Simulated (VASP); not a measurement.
The system is W.

```
CELL_PARAMETERS angstrom
-1.57500 1.57500 1.57500
1.57500 -1.57500 1.57500
1.57500 1.57500 -1.57500
ATOMIC_POSITIONS crystal
W 0.00000 0.00000 0.00000
```

The cell was built by a generator and needn't be a form met in nature.

* Program: VASP 6.6.1
* Task: relaxation of cell and atoms
* Functional: r2SCAN
* Dispersion: rVV10
* Potentials or basis: VASP PAW PBE potentials, release 64 (W_sv)
* Cutoff: 600 eV
* k mesh: 18 × 18 × 18
* Occupations: methfessel-paxton, width 0.1 eV
* Spin: no spin polarisation

At the start: pressure 5.5 GPa; volume 15.63 Å³/atom.

How do energy, volume and symmetry change on relaxing?

Over 4 steps the energy falls by 4.3 meV/atom and the volume is 15.88 Å³/atom (+1.6 %); space group Im-3m (No. 229, to 0.05 Å).

Step by step:
```csv
step,energy change (eV),largest force (eV/Å),pressure (GPa),volume (Å³)
1,0.0000,0.0000,5.47,15.63
2,0.0505,0.0000,-16.92,16.87
3,-0.0043,0.0000,-0.15,15.89
4,-0.0043,0.0000,0.00,15.88
```

Final structure:
```yaml
crystal:
  lattice:
    - [-1.58357, 1.58357, 1.58357]
    - [1.58357, -1.58357, 1.58357]
    - [1.58357, 1.58357, -1.58357]
  atoms:
    - { symbol: W, position: [0.00000, 0.00000, 0.00000] }
```

Caveat: the PAW data sets were made with another functional, which shifts forces and pressure a little.
